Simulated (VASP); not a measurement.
Here is the system:

```xyz
3
Lattice="5.7087 0.0000 0.0000 -2.8543 4.9438 0.0000 0.0000 0.0000 3.3938" Properties=species:S:1:pos:R:3 pbc="T T T"
Tl     0.0000     0.0000     0.0000
Bi     2.8543     1.6479     1.6969
Bi     0.0000     3.2959     1.6969
```

Method: LDA (Ceperley-Alder, Perdew-Zunger), VASP's LDA PAW potentials (set 64) (plane waves; VASP 6.6.1). Settings: 300 eV cut-off, 6×6×8 Γ-centred mesh, Gaussian smearing of 0.14 eV, potentials Tl_d Bi_d.

Task: Give the energies of bands 18 to 24 at the high-symmetry points, in eV from the Fermi level.

Result: 
| band | Γ | M | K | A | L | H |
|---|---|---|---|---|---|---|
| 18 | -6.19 | -7.33 | -7.84 | -6.24 | -5.13 | -4.94 |
| 19 | -3.23 | -4.52 | -2.19 | -2.17 | -4.23 | -3.76 |
| 20 | -3.23 | -0.63 | -1.97 | -1.85 | -2.72 | -3.72 |
| 21 | -1.97 | -0.18 | -1.97 | -1.81 | -2.56 | -3.72 |
| 22 | -1.97 | 1.73 | 2.80 | -1.81 | -2.32 | 0.41 |
| 23 | 2.08 | 2.81 | 3.54 | -0.44 | 1.18 | 0.41 |
| 24 | 5.17 | 3.15 | 3.54 | 1.35 | 2.14 | 1.14 |

It has no gap at this level: it comes out as a metal or semimetal.

The structure comes from a computed database's TlBi2 entry (P6/mmm); how it stands against other phases isn't given here. The cell was not relaxed at this level. The electron count is odd and the run is not spin-polarised, which forces a metal.
